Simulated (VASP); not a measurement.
```xyz
2
Lattice="0.0000 2.3273 2.3273 2.3273 0.0000 2.3273 2.3273 2.3273 0.0000" Properties=species:S:1:pos:R:3 pbc="T T T"
Cd     0.0000     0.0000     0.0000
O      2.3273     2.3273     2.3273
```

These are LDA (Ceperley-Alder, Perdew-Zunger) with spin-orbit coupling, VASP's LDA PAW potentials (set 64) (plane waves; VASP) values and carry that method's errors. Run with 520 eV cut-off, 12×12×12 Γ-centred mesh, Gaussian smearing of 0.050 eV, potentials Cd O.

Give the energies of bands 7 to 20 at the high-symmetry points, in eV from the Fermi level.

```tsv
band	Γ	X	U	L	W
7	-6.53	-6.20	-6.67	-7.34	-6.80
8	-6.53	-6.20	-6.67	-7.34	-6.80
9	-6.30	-5.78	-6.12	-6.20	-6.14
10	-6.30	-5.78	-6.12	-6.20	-6.14
11	-6.30	-5.48	-5.84	-6.10	-5.59
12	-6.30	-5.48	-5.84	-6.10	-5.59
13	-1.59	-4.71	-3.65	-3.96	-3.26
14	-1.59	-4.71	-3.65	-3.96	-3.26
15	-1.52	-2.62	-3.09	-0.07	-3.23
16	-1.52	-2.62	-3.09	-0.07	-3.23
17	-1.52	-2.54	-1.41	-0.03	-2.04
18	-1.52	-2.54	-1.41	-0.03	-2.04
19	-0.51	3.72	5.31	4.22	5.92
20	-0.51	3.72	5.31	4.22	5.92
```

It has no gap at this level: it comes out as a metal or semimetal.

The structure comes from a computed database's CdO entry (Fm-3m); how it stands against other phases isn't given here. It was relaxed first.
